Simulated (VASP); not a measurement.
A run of VASP 6.6.1 is set up as follows.

File INCAR:

```
SYSTEM = RbRe3
ALGO = Normal
EDIFF = 1E-7
EDIFFG = -0.01
ENCUT = 520
GGA = PS
IBRION = 2
ISIF = 2
ISMEAR = 1
LASPH = .True.
LCHARG = .False.
LREAL = .False.
LWAVE = .False.
NELM = 100
NSW = 60
PREC = Accurate
SIGMA = 0.1
```

KPOINTS

```
k-points
0
Gamma
  7 7 7
  0 0 0
```

The input POSCAR:

```
RbRe3
1.0
   -2.9464220700      2.9464220700      2.9464220700
    2.9464220700     -2.9464220700      2.9464220700
    2.9464220700      2.9464220700     -2.9464220700
Rb Re
1 3
Direct
    0.0000000000      0.0000000000      0.0000000000
    0.0000000000      0.5000000000      0.5000000000
    0.5000000000      0.0000000000      0.5000000000
    0.5000000000      0.5000000000      0.0000000000
```

Potentials or basis: VASP PAW PBE potentials, release 64 (Rb_sv, Re).

Command:

```sh
$ cat potpaw_PBE.64/Rb_sv/POTCAR potpaw_PBE.64/Re/POTCAR > POTCAR
$ mpirun -np 1 vasp_std > vasp.out
```

**Question.** What does it give for the band gap on the k mesh?

**Answer.** None (metal or under the smearing width).

Final structure:
```xyz
4
Lattice="-2.9464 2.9464 2.9464 2.9464 -2.9464 2.9464 2.9464 2.9464 -2.9464" Properties=species:S:1:pos:R:3 pbc="T T T"
Rb    0.0000    0.0000    0.0000
Re    2.9464    0.0000    0.0000
Re    0.0000    2.9464    0.0000
Re    0.0000    0.0000    2.9464
```

Caveat: the relaxation stopped at its first step, so nothing moved. Spin-orbit coupling is left out, which matters for the levels of Re.
